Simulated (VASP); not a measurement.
Input:

```
BeS
1.0
    0.00000     2.42036     2.42036
    2.42036     0.00000     2.42036
    2.42036     2.42036     0.00000
Be S
1 1
Direct
  0.00000   0.00000   0.00000
  0.25000   0.25000   0.25000
```

Method: PBEsol GGA, VASP's PBE PAW potentials (set 64) (plane waves; VASP). Settings: 500 eV cut-off, 9×9×9 Γ-centred mesh, Gaussian smearing of 0.050 eV, potentials Be S.

Q: What does the run give for the energy per atom (σ→0)?

A: 
```json
{
  "energy per atom (σ→0)": "-5.282 eV/atom"
}
```

The absolute energy has meaning only against runs of the same code, potentials and settings.

The compound is BeS in the zinc blende structure. It was relaxed first.
